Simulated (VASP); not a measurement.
Shape and ions are relaxed at each volume.

Energy against volume of Tc (hcp). Computed with PBE GGA with D3 dispersion (Becke-Johnson damping), VASP's PBE PAW potentials (set 64) (plane waves; VASP).

```
V (Å³/atom)  E (eV/atom)
-----------  -----------
13.212         -10.93160
13.634         -10.97542
14.055         -10.98945
14.477         -10.97811
14.899         -10.94526
```

Q: Fit a third-order Birch-Murnaghan equation of state.

A: 
The volume per atom comes out as 14.07 Å^3/atom and the bulk modulus comes out as 319 GPa. The pressure derivative of the bulk modulus is 4.42.

Measured: bulk modulus 303 GPa at 0 K (computed value off by +5.3 %), as given by Vázquez-Parga, Fernández-Martínez, Viñes, J. Chem. Theory Comput. (2023), doi:10.1021/acs.jctc.3c00612, Supporting … [zero-point energy and finite temperature contributions removed].

The compound is Tc in the hcp structure. It was relaxed first.
